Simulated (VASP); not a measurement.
InP (zinc blende): the bulk modulus from VASP (plane waves, PAW) at several levels of theory. Static lattice, third-order Birch-Murnaghan fit over five volumes.

```csv
level,bulk modulus (GPa),error against measurement
LDA,71.1,-1.2 %
PBE,59.4,-17.5 %
PBEsol,66.6,-7.5 %
RPBE,54.2,-24.7 %
AM05,64.6,-10.3 %
PBE-D3(BJ),65.0,-9.7 %
PBE-D4,65.3,-9.2 %
optB88-vdW,59.8,-16.9 %
rev-vdW-DF2,61.6,-14.4 %
revTPSS,62.8,-12.8 %
SCAN,69.6,-3.4 %
r2SCAN,68.3,-5.2 %
r2SCAN+rVV10,70.5,-2.1 %
HSE06,69.3,-3.7 %
HSEsol,74.4,+3.3 %
PBE0,70.6,-1.9 %
```

Measured: 72.0 GPa at 0 K (as given by Daniel Mejia-Rodriguez et al., Physical Review B (2018), arXiv:1807.09216; 0 K value with the zero-point phonon effect removed).

The cell of the LDA run:

```xyz
2
Lattice="0.0000 2.9144 2.9144 2.9144 0.0000 2.9144 2.9144 2.9144 0.0000" Properties=species:S:1:pos:R:3 pbc="T T T"
In     0.0000     0.0000     0.0000
P      1.4572     1.4572     1.4572
```

Only levels that ran to the end are used. Left out are those held back, those with too coarse a band path, GW runs whose mesh misses a band edge, hybrids' fits of cells that aren't cubic and levels without matching references; a question may draw on a part of the rest.

The compound is InP in the zinc blende structure.
